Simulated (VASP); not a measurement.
Level of theory: r2SCAN meta-GGA, VASP's PBE PAW potentials (set 64) (plane waves; VASP).

VASP input:

INCAR:
```
LMIXTAU=.TRUE.
LASPH=.TRUE.   ! aspherical one-centre terms
ISMEAR=1   ! Methfessel-Paxton
SIGMA=0.1   ! width (eV)
SYSTEM=Mg
EDIFFG=-0.01
IBRION=2   ! conjugate gradients
ALGO=Normal   ! blocked Davidson
NELM=100
ISIF=3   ! ions, shape and volume
PREC=Accurate
LWAVE=.FALSE.
METAGGA=R2SCAN
EDIFF=1E-6   ! SCF stop (eV)
LCHARG=.FALSE.
ENCUT=400   ! plane-wave cut-off (eV)
LREAL=.FALSE.
NSW=60
```

KPOINTS:
```
Automatic mesh
0
Gamma
12 12 7
0 0 0
```

File POSCAR:
```
Mg
1.0
  1.5926911797  -2.7586224874   0.0000000000
  1.5926911797   2.7586224874   0.0000000000
  0.0000000000   0.0000000000   5.0994594159
Mg
2
Cartesian
  1.5926911797   0.9195426682   1.2748648540
  1.5926911797  -0.9195426682   3.8245945619
```

POTCAR, in this order: Mg (PBE.64 set). Program: vasp_std.

The run wrote:

File OSZICAR:
```
       N       E                     dE             d eps       ncg     rms          rms(c)
DAV:   1    -0.577755652193E+01   -0.57776E+01   -0.11553E+03   912   0.401E+02
DAV:   2    -0.831436437451E+01   -0.25368E+01   -0.24552E+01  1260   0.270E+01
DAV:   3    -0.833386653531E+01   -0.19502E-01   -0.19501E-01  1254   0.321E+00
DAV:   4    -0.833393006723E+01   -0.63532E-04   -0.63532E-04  1344   0.168E-01
DAV:   5    -0.833393034220E+01   -0.27498E-06   -0.27490E-06  1212   0.815E-03    0.966E-01
DAV:   6    -0.827809264935E+01    0.55838E-01   -0.92309E-02  1110   0.182E+00    0.700E-01
DAV:   7    -0.829738993352E+01   -0.19297E-01   -0.42638E-02  1026   0.208E+00    0.136E-01
DAV:   8    -0.829924833774E+01   -0.18584E-02   -0.10321E-02  1032   0.898E-01    0.283E-02
DAV:   9    -0.829893317469E+01    0.31516E-03   -0.16358E-03  1032   0.385E-01    0.236E-02
DAV:  10    -0.829927435008E+01   -0.34118E-03   -0.70956E-04  1032   0.257E-01    0.794E-03
DAV:  11    -0.829934003931E+01   -0.65689E-04   -0.15637E-05  1194   0.456E-02    0.162E-03
DAV:  12    -0.829932876152E+01    0.11278E-04   -0.14081E-06  1122   0.880E-03    0.113E-03
DAV:  13    -0.829933550240E+01   -0.67409E-05   -0.11256E-06   996   0.122E-02    0.439E-04
DAV:  14    -0.829933352050E+01    0.19819E-05   -0.28428E-07   606   0.408E-03    0.604E-05
DAV:  15    -0.829933346102E+01    0.59485E-07   -0.64214E-09   558   0.828E-04
   1 F= -.82993335E+01 E0= -.82992173E+01  d E =-.829933E+01
```

### OUTCAR
```
------------------------ aborting loop because EDIFF is reached ----------------------------------------
  FORCE on cell =-STRESS in cart. coord.  units (eV):
  Direction    XX          YY          ZZ          XY          YZ          ZX
  --------------------------------------------------------------------------------------
  Total       -0.0027984     -0.0027984     -0.0136226      0.0000000      0.0000000     -0.0000000
  in kB       -0.1000558     -0.1000558     -0.4870711      0.0000000      0.0000000     -0.0000000
  external PRESSURE =      -0.2290609 kB  Pullay stress =       0.0000000 kB
  volume of cell :       44.81
      direct lattice vectors                 reciprocal lattice vectors
     1.592691180 -2.758622487  0.000000000     0.313934055 -0.181249882  0.000000000
     1.592691180  2.758622487  0.000000000     0.313934055  0.181249882  0.000000000
     0.000000000  0.000000000  5.099459416     0.000000000  0.000000000  0.196099217
 POSITION                                       TOTAL-FORCE (eV/Angst)
 -----------------------------------------------------------------------------------
      1.59269      0.91954      1.27486        -0.000000      0.000000      0.000000
      1.59269     -0.91954      3.82459         0.000000     -0.000000      0.000000
 -----------------------------------------------------------------------------------
    total drift:                               -0.000001     -0.000006      0.000001
  FREE ENERGIE OF THE ION-ELECTRON SYSTEM (eV)
  ---------------------------------------------------
  free  energy   TOTEN  =        -8.2993334610 eV

  energy  without entropy=       -8.2989848805  energy(sigma->0) =       -8.29921727

 reached required accuracy - stopping structural energy minimisation
```
(Selected blocks of OUTCAR.)

**OUTCAR**
```
 val. band max:        2.6666045037   @ k =   0.2500   0.0833   0.0000

 cond. band min:       2.6938038785   @ k =   0.4167   0.0833   0.4286


 Fermi energy:         2.6829646635

 k-point     1 :       0.0000    0.0000    0.0000
  band No.  band energies     occupation
      1      -4.7220      2.00000
      2       0.9104      2.00000
      3       1.7168      2.00000
      4      14.4620      0.00000
      5      14.4620      0.00000
      6      14.6341      0.00000

 k-point     2 :       0.0833    0.0000    0.0000
  band No.  band energies     occupation
      1      -4.5755      2.00000
      2       1.0452      2.00000
      3       1.8555      2.00000
      4      12.0434      0.00000
      5      13.2062      0.00000
      6      14.0762      0.00000

 k-point     3 :       0.1667    0.0000    0.0000
  band No.  band energies     occupation
      1      -4.1371      2.00000
      2       1.4501      2.00000
      3       2.2641      2.00000
      4       9.3418      0.00000
      5      12.1048      0.00000
      6      12.7404      0.00000

 k-point     4 :       0.2500    0.0000    0.0000
  band No.  band energies     occupation
      1      -3.4110      2.00000
      2       2.1256      2.00000
      3       2.9055     -0.00723
      4       6.8616      0.00000
      5      11.2475      0.00000
      6      11.3360      0.00000

 k-point     5 :       0.3333    0.0000    0.0000
  band No.  band energies     occupation
      1      -2.4038      2.00000
      2       3.0726     -0.00000
      3       3.4423     -0.00000
      4       4.9712      0.00000
      5       9.6044      0.00000
      6       9.8274      0.00000

 k-point     6 :       0.4167    0.0000    0.0000
  band No.  band energies     occupation
      1      -1.1260      2.00000
      2       2.1458      2.00000
      3       4.2908     -0.00000
      4       5.3897      0.00000
      5       7.5673      0.00000
      6       8.2510      0.00000
...
```

The compound is Mg in the hcp structure. It was relaxed first. The start is the result of an earlier pass.
